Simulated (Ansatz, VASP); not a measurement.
One calculation of Y2ScAs3, two programs

```
CELL_PARAMETERS angstrom
-2.49028 2.49028 7.72571
2.49028 -2.49028 7.72571
2.49028 2.49028 -7.72571
ATOMIC_POSITIONS crystal
Y 0.31998 0.31998 0.00000
Y 0.68002 0.68002 0.00000
Sc 0.00000 0.00000 0.00000
As 0.75000 0.25000 0.50000
As 0.25000 0.75000 0.50000
As 0.50000 0.50000 0.00000
```

Alike in both runs: functional PBE; k mesh 4 × 4 × 4; occupations gaussian, width 0.1 eV; no spin polarisation.

Ansatz relaxed the structure, and its values are those at the end. VASP's run is a single point on that final structure, the one shown.

```csv
,VASP,Ansatz
version,VASP 6.6.1,Ansatz 0.2.0
potentials or method,"VASP PAW PBE potentials, release 64 (Y_sv, Sc_sv, As)","scalar-relativistic, plane waves, PAW"
plane-wave cutoff (eV),520,420
valence electrons in the cell,48,78
```

```csv
,VASP,Ansatz,Ansatz less VASP
gap on the k mesh at the Fermi level (eV),none,none,-
pressure (GPa),0.0,0.0,-0.01
rms of the force components (eV/Å),0.006,0.004,-0.0024
```

A gap of «none» marks a metal or a gap that the smearing closes. The two sets of potentials don't hold the same shells in valence.

Caveats: the k mesh is coarse (spacing up to 0.45 Å⁻¹), so the values aren't converged.
